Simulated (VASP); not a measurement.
An input for Ansatz (written as the equivalent of a VASP run, and not itself run):

Ansatz 0.2 input:
```yaml
crystal:
  lattice:
    - [1.3209795, -2.2880031, 0.0000000]
    - [1.3209795, 2.2880031, 0.0000000]
    - [0.0000000, 0.0000000, 4.1856271]
  atoms:
    - { symbol: Os, position: [0.3333330, 0.6666670, 0.2500000] }
    - { symbol: Os, position: [0.6666670, 0.3333330, 0.7500000] }
kpoints:
  mp_grid: { grid: [16, 16, 9] }
hamiltonian:
  xc: lda
  pseudopotentials: { kind: paw }
scf:
  occupations: { method: methfessel_paxton, width: 0.1 }
  max_iter: 100
relax:
  max_steps: 40
  f_tol: 0.02
  cell: { p_target: 45 }
output: { forces: true, stress: true, eigenvalues: true }
```

Q: Write the VASP files for the same calculation (LDA).

A: This is not unique; one that fits is 
### KPOINTS
```
Automatic mesh
0
Gamma
  16 16 9
0 0 0
```

**POSCAR**
```
Os
1
    1.3209794738    -2.2880030865     0.0000000000
    1.3209794738     2.2880030865    -0.0000000000
    0.0000000000     0.0000000000     4.1856270808
Os
2
Direct
  0.3333330000   0.6666670000   0.2500000000
  0.6666670000   0.3333330000   0.7500000000
```

### INCAR
```
SYSTEM = Os
PREC = Accurate
ENCUT = 500
EDIFF = 1E-6
NELM = 100
ALGO = Normal
LREAL = .FALSE.
LASPH = .TRUE.
ISMEAR = 1
SIGMA = 0.1
LMAXMIX = 6
LWAVE = .FALSE.
LCHARG = .FALSE.
IBRION = 2
ISIF = 3
NSW = 40
EDIFFG = -0.02
PSTRESS = 450
```

POTCAR, in this order: Os (LDA.64 set). Program: vasp_std.

What does not carry over: each code has its own PAW files, so the cut-off isn't converted (ENCUT is set for VASP's; basis.ecutwfc is left out, and Ansatz then takes the one that its files recommend); Ansatz stops its SCF on the density residual and VASP on the energy change (EDIFF); Ansatz's lda is the Perdew-Wang form, while the LDA potentials of VASP carry Perdew-Zunger's.

The compound is Os in the hcp structure. It was relaxed first under an external pressure of 45 GPa.
